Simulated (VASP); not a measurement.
Calculation: revPBE GGA, VASP's PBE PAW potentials (set 64) (plane waves; VASP 6.6.1).

VASP ran on this input.

### INCAR
```
SYSTEM = Au
PREC = Accurate
ENCUT = 520
EDIFF = 1E-7
NELM = 100
ALGO = Normal
LREAL = .FALSE.
LASPH = .TRUE.
ISMEAR = 1
SIGMA = 0.1
GGA = RE
LMAXMIX = 6
LWAVE = .FALSE.
LCHARG = .FALSE.
ISIF = 2
```

File POSCAR:
```
Au
2.9287210
  0.0000000000   0.7071068200   0.7071068200
  0.7071068200   0.0000000000   0.7071068200
  0.7071068200   0.7071068200   0.0000000000
Au
1
Cart
  0.0000000000   0.0000000000   0.0000000000
```

**KPOINTS**
```
Automatic mesh
0
Gamma
15 15 15
0 0 0
```

POTCAR, in this order: Au (PBE.64 set). Program: vasp_std.

Unless said otherwise, spin-orbit coupling is left out, though it shifts the bands of the heavy elements here.

Task: Predict the energy per atom (σ→0), pressure, band gap (on the k-mesh).

Result: 
- energy per atom (σ→0): -263.2 kJ/mol of atoms
- band gap (on the k-mesh): none (metal, semimetal or under 0.01 eV)
- pressure: 4.15 GPa

### OSZICAR
```
...
DAV:   6    -0.274430069226E+01    0.21471E+00   -0.71239E-01  2197   0.830E+00    0.539E+00
DAV:   7    -0.272982364025E+01    0.14477E-01   -0.62503E-02  2307   0.245E+00    0.263E+00
DAV:   8    -0.272829505424E+01    0.15286E-02   -0.13230E-03  2285   0.361E-01    0.189E-01
DAV:   9    -0.272828908825E+01    0.59660E-05   -0.67202E-06  2428   0.273E-02    0.147E-02
DAV:  10    -0.272829757771E+01   -0.84895E-05   -0.53529E-06  2363   0.311E-02    0.283E-03
DAV:  11    -0.272829746402E+01    0.11369E-06   -0.63180E-08  1960   0.239E-03    0.410E-04
DAV:  12    -0.272829741332E+01    0.50702E-07   -0.53750E-09  1129   0.884E-04
   1 F= -.27282974E+01 E0= -.27281461E+01  d E =-.453972E-03
```

The compound is Au in the fcc structure. This cell is one point of a volume scan, at 0.97 of the reference volume.
